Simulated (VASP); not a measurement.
```
GaN
1.0
    0.00000     2.27507     2.27507
    2.27507     0.00000     2.27507
    2.27507     2.27507     0.00000
Ga N
1 1
Direct
  0.00000   0.00000   0.00000
  0.25000   0.25000   0.25000
```

These are B3LYP hybrid, VASP's PBE PAW potentials (set 64) (plane waves; VASP 6.6.1) values and carry that method's errors. Numerical set-up: 520 eV cut-off, 8×8×8 Γ-centred mesh, Gaussian smearing of 0.050 eV, potentials Ga_d N.

Task: Estimate the energy per atom (σ→0), band gap (over the mesh, the named points and PBE's band edges) with the smallest direct gap where there is one.

Result: 
| Item | Result |
|---|---|
| band gap (over the mesh, the named points and PBE's band edges) | 3.14 eV |
| smallest direct gap (over the mesh, the named points and PBE's band edges) | 3.14 eV |
| energy per atom (σ→0) | -6.990 eV/atom |

Total energies compare only between runs with the same potentials, cut-off and functional.

The compound is GaN in the zinc blende structure, a metastable form; wurtzite is the usual one. It was relaxed first.
